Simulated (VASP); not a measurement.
These are PBE GGA, VASP's PBE PAW potentials (set 64) (plane waves; VASP 6.6.1) values and carry that method's errors.

Input for VASP

**KPOINTS**
```
Automatic mesh
0
gamma
 11 11 1
0 0 0
```

File POSCAR:
```
AlRu
3.0426240
  1.0000000000   0.0000000000   0.0000000000
  0.0000000000   1.0000000000   0.0000000000
  0.0000000000   0.0000000000   7.3834302234
Al Ru
4 4
Cart
  0.5000000000   0.5000000000   1.9719813109
  0.5000000000   0.5000000000   2.9546863399
  0.5000000000   0.5000000000   3.9373913689
  0.5000000000   0.5000000000   4.9200963980
  0.0000000000   0.0000000000   2.4633338254
  0.0000000000   0.0000000000   3.4460388544
  0.0000000000   0.0000000000   4.4287438835
  0.0000000000   0.0000000000   5.4114489125
```

### INCAR
```
GGA = PE
EDIFF = 1E-6   ! SCF stop (eV)
NELM = 100
ENCUT = 300   ! plane-wave cut-off (eV)
LASPH = .TRUE.
IDIPOL = 3
LCHARG = .FALSE.
LMAXMIX = 4   ! l cut-off of mixed one-centre charges
LDIPOL = .TRUE.
DIPOL = 0.5 0.5 0.5
ALGO = Normal   ! blocked Davidson
SIGMA = 0.1
SYSTEM = AlRu
ISMEAR = 1
PREC = Accurate
ISIF = 2   ! forces and stress, cell fixed
LREAL = .FALSE.   ! projection in real space or not
LWAVE = .FALSE.
```

POTCAR, in this order: Al Ru_pv (PBE.64 set). Program: vasp_std.

What VASP printed:

**OSZICAR**
```
       N       E                     dE             d eps       ncg     rms          rms(c)
DAV:   1     0.353818807082E+03    0.35382E+03   -0.31926E+04  2344   0.102E+03
DAV:   2    -0.416028177291E+02   -0.39542E+03   -0.38204E+03  1872   0.322E+02
DAV:   3    -0.584330080072E+02   -0.16830E+02   -0.16407E+02  2216   0.559E+01
DAV:   4    -0.589269710834E+02   -0.49396E+00   -0.49147E+00  2216   0.876E+00
DAV:   5    -0.589465304611E+02   -0.19559E-01   -0.19553E-01  2552   0.152E+00    0.214E+01
DAV:   6    -0.126482670711E+03   -0.67536E+02   -0.57301E+02  2800   0.831E+01    0.694E+02
DAV:   7    -0.128963790692E+03   -0.24811E+01   -0.68604E+01  2104   0.265E+01    0.837E+02
DAV:   8    -0.906133565149E+02    0.38350E+02   -0.56560E+01  2232   0.146E+01    0.418E+01
DAV:   9    -0.682096965141E+02    0.22404E+02   -0.49641E+02  2616   0.619E+01    0.395E+01
DAV:  10    -0.570377796781E+02    0.11172E+02   -0.10489E+02  2096   0.384E+01    0.953E+00
DAV:  11    -0.589650302236E+02   -0.19273E+01   -0.40038E+01  2024   0.249E+01    0.145E+01
DAV:  12    -0.552809076297E+02    0.36841E+01   -0.27072E+01  2120   0.190E+01    0.855E+00
DAV:  13    -0.549236479631E+02    0.35726E+00   -0.16539E+00  2192   0.586E+00    0.688E+00
DAV:  14    -0.547165810399E+02    0.20707E+00   -0.37470E+00  2248   0.770E+00    0.641E+00
DAV:  15    -0.542442047886E+02    0.47238E+00   -0.12760E+00  2032   0.464E+00    0.377E+00
DAV:  16    -0.541862977418E+02    0.57907E-01   -0.38355E-01  2032   0.374E+00    0.403E+00
DAV:  17    -0.539688398001E+02    0.21746E+00   -0.31355E-01  2008   0.279E+00    0.307E+00
DAV:  18    -0.538800561717E+02    0.88784E-01   -0.12395E-01  2120   0.202E+00    0.205E+00
DAV:  19    -0.538371516267E+02    0.42905E-01   -0.19182E-01  2056   0.188E+00    0.229E+00
DAV:  20    -0.537816931699E+02    0.55458E-01   -0.50246E-02  2032   0.100E+00    0.166E+00
DAV:  21    -0.537401846440E+02    0.41509E-01   -0.82083E-02  2152   0.119E+00    0.129E+00
DAV:  22    -0.537316750014E+02    0.85096E-02   -0.87821E-03  2096   0.437E-01    0.127E+00
DAV:  23    -0.537249102671E+02    0.67647E-02   -0.13122E-02  2032   0.456E-01    0.133E+00
DAV:  24    -0.537242319783E+02    0.67829E-03   -0.55054E-03  2144   0.371E-01    0.137E+00
DAV:  25    -0.537233612622E+02    0.87072E-03   -0.15069E-03  2040   0.147E-01    0.137E+00
DAV:  26    -0.537244254760E+02   -0.10642E-02   -0.57339E-04  2152   0.111E-01    0.141E+00
DAV:  27    -0.537246833484E+02   -0.25787E-03   -0.13889E-03  2008   0.182E-01    0.145E+00
DAV:  28    -0.537246050247E+02    0.78324E-04   -0.64611E-04  2208   0.982E-02    0.146E+00
DAV:  29    -0.537249587214E+02   -0.35370E-03   -0.72984E-04  2016   0.123E-01    0.151E+00
DAV:  30    -0.537249845900E+02   -0.25869E-04   -0.66977E-05  2104   0.380E-02    0.152E+00
DAV:  31    -0.537249798490E+02    0.47410E-05   -0.29869E-05  1944   0.258E-02    0.154E+00
DAV:  32    -0.537250026139E+02   -0.22765E-04   -0.36814E-05  1872   0.226E-02    0.157E+00
DAV:  33    -0.537250116381E+02   -0.90242E-05   -0.16743E-05  1856   0.192E-02    0.161E+00
DAV:  34    -0.537250444081E+02   -0.32770E-04   -0.12589E-05  1832   0.179E-02    0.166E+00
DAV:  35    -0.537251213280E+02   -0.76920E-04   -0.10536E-04  1960   0.532E-02    0.177E+00
DAV:  36    -0.537251972142E+02   -0.75886E-04   -0.27542E-05  1880   0.258E-02    0.186E+00
DAV:  37    -0.537252514345E+02   -0.54220E-04   -0.10893E-05  1896   0.170E-02    0.193E+00
DAV:  38    -0.537252731738E+02   -0.21739E-04   -0.72565E-06  1768   0.131E-02    0.197E+00
DAV:  39    -0.537252689833E+02    0.41905E-05   -0.90658E-06  1504   0.125E-02    0.200E+00
DAV:  40    -0.537252633567E+02    0.56266E-05   -0.11113E-06  1336   0.476E-03    0.201E+00
DAV:  41    -0.537252734259E+02   -0.10069E-04   -0.11974E-05  1624   0.155E-02    0.193E+00
DAV:  42    -0.537252927770E+02   -0.19351E-04   -0.17346E-05  1848   0.171E-02    0.175E+00
DAV:  43    -0.537252781577E+02    0.14619E-04   -0.89566E-06  1776   0.125E-02    0.156E+00
DAV:  44    -0.537252690419E+02    0.91158E-05   -0.18367E-05  2072   0.189E-02    0.122E+00
DAV:  45    -0.537252580286E+02    0.11013E-04   -0.29693E-05  2040   0.229E-02    0.797E-01
DAV:  46    -0.537252583327E+02   -0.30408E-06   -0.20391E-05  2104   0.192E-02    0.457E-01
DAV:  47    -0.537252721747E+02   -0.13842E-04   -0.81533E-06  1672   0.121E-02    0.241E-01
DAV:  48    -0.537252873435E+02   -0.15169E-04   -0.41302E-06  1592   0.830E-03    0.117E-01
DAV:  49    -0.537252948956E+02   -0.75521E-05   -0.19405E-06  1384   0.567E-03    0.513E-02
DAV:  50    -0.537252977711E+02   -0.28755E-05   -0.11765E-06  1224   0.439E-03    0.189E-02
DAV:  51    -0.537252983134E+02   -0.54225E-06   -0.19365E-06  1368   0.627E-03
   1 F= -.53725298E+02 E0= -.53724544E+02  d E =-.226327E-02
```

File OUTCAR:
```
------------------------ aborting loop because EDIFF is reached ----------------------------------------
  FORCE on cell =-STRESS in cart. coord.  units (eV):
  Direction    XX          YY          ZZ          XY          YZ          ZX
  --------------------------------------------------------------------------------------
  Total       -7.0286220     -7.0286220     -5.7810401      0.0000000      0.0000000      0.0000000
  in kB      -54.1474158    -54.1474158    -44.5362380      0.0000000      0.0000000      0.0000000
  external PRESSURE =     -50.9436899 kB  Pullay stress =       0.0000000 kB
  volume of cell :      207.97
      direct lattice vectors                 reciprocal lattice vectors
     3.042624000  0.000000000  0.000000000     0.328663680  0.000000000  0.000000000
     0.000000000  3.042624000  0.000000000     0.000000000  0.328663680  0.000000000
     0.000000000  0.000000000 22.465002000     0.000000000  0.000000000  0.044513684
 POSITION                                       TOTAL-FORCE (eV/Angst)
 -----------------------------------------------------------------------------------
      1.52131      1.52131      6.00000        -0.000000     -0.000000      1.593507
      1.52131      1.52131      8.99000        -0.000000     -0.000000      0.078519
      1.52131      1.52131     11.98000        -0.000000     -0.000000     -0.108451
      1.52131      1.52131     14.97000        -0.000000     -0.000000      0.278710
      0.00000      0.00000      7.49500        -0.000000     -0.000000     -1.604792
      0.00000      0.00000     10.48500        -0.000000     -0.000000      0.258091
      0.00000      0.00000     13.47500         0.000000     -0.000000      0.330447
      0.00000      0.00000     16.46500        -0.000000      0.000000     -0.826030
 -----------------------------------------------------------------------------------
    total drift:                               -0.000000      0.000000      0.000336
  FREE ENERGIE OF THE ION-ELECTRON SYSTEM (eV)
  ---------------------------------------------------
  free  energy   TOTEN  =       -53.7252983134 eV

  energy  without entropy=      -53.7230350468  energy(sigma->0) =      -53.72454389
```
(Selected blocks of OUTCAR.)

**OUTCAR**
```
 val. band max:        3.8665723081   @ k =   0.1818   0.0909   0.0000

 cond. band min:       3.8867451921   @ k =   0.4545   0.2727   0.0000


 Fermi energy:         3.8843703965

 k-point     1 :       0.0000    0.0000    0.0000
  band No.  band energies     occupation
      1     -38.1594      2.00000
      2     -38.0950      2.00000
      3     -37.9825      2.00000
      4     -37.9825      2.00000
      5     -37.9612      2.00000
      6     -37.9522      2.00000
      7     -37.9522      2.00000
      8     -37.9258      2.00000
      9     -37.8753      2.00000
     10     -37.8753      2.00000
     11     -37.8640      2.00000
     12     -37.8640      2.00000
     13      -5.4585      2.00000
     14      -4.8172      2.00000
     15      -3.7345      2.00000
     16      -2.3456      2.00000
     17      -1.1119      2.00000
     18       0.1036      2.00000
     19       0.4921      2.00000
     20       0.5087      2.00000
     21       0.7147      2.00000
     22       0.9308      2.00000
     23       1.0675      2.00000
     24       1.4066      2.00000
     25       2.3719      2.00000
     26       2.3719      2.00000
     27       2.7905      2.00000
     28       2.7905      2.00000
     29       3.4609      2.00000
     30       3.4609      2.00000
     31       3.8446      1.61814
     32       3.9415      0.18669
     33       3.9573      0.06094
     34       3.9573      0.06094
     35       3.9994     -0.06901
     36       4.0112     -0.07036
     37       4.1603     -0.00067
     38       4.4027     -0.00000
     39       6.3625      0.00000
     40       7.0355      0.00000

 k-point     2 :       0.0909    0.0000    0.0000
  band No.  band energies     occupation
      1     -38.1578      2.00000
      2     -38.0934      2.00000
      3     -37.9962      2.00000
      4     -37.9813      2.00000
      5     -37.9659      2.00000
      6     -37.9599      2.00000
      7     -37.9510      2.00000
      8     -37.9246      2.00000
...
```

At this cut-off the stress carries a Pulay error, which pulls relaxed volumes low. The cell holds a wide vacuum, so values per volume refer to the whole cell.

The cell is a sheet with vacuum, built from a generated structure.
